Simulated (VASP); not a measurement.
Here is a VASP 6.6.1 calculation.

File INCAR:

```
SYSTEM = Cs3Pt
PREC = Accurate
ENCUT = 520
EDIFF = 1E-7
ISMEAR = 0
SIGMA = 0.1
LREAL = .False.
LASPH = .True.
NELM = 100
ALGO = Fast
ISIF = 2
LWAVE = .False.
LCHARG = .False.
NBANDS = 26
```

The input KPOINTS:

```
Automatic mesh
0
Gamma
  8 8 8
  0 0 0
```

Contents of POSCAR:

```
Cs3Pt
1.0
    6.0524381767      0.0000000000      0.0000000000
    0.0000000000      6.0524381767      0.0000000000
    0.0000000000      0.0000000000      6.0524381767
Cs Pt
3 1
Direct
    0.0000000000      0.0000000000      0.5000000000
    0.0000000000      0.5000000000      0.0000000000
    0.5000000000      0.0000000000      0.0000000000
    0.5000000000      0.5000000000      0.5000000000
```

Potentials or basis: VASP PAW LDA potentials, release 64 (Cs_sv, Pt).

Command:

```bash
$ cat potpaw_LDA.64/Cs_sv/POTCAR potpaw_LDA.64/Pt/POTCAR > POTCAR
$ mpirun -np 1 vasp_std > vasp.out
```

(1) Estimate the band gap on the k mesh.

(2) Predict the pressure.

## Answers

(1) none (metal or under the smearing width).

(2) -2.5 GPa.
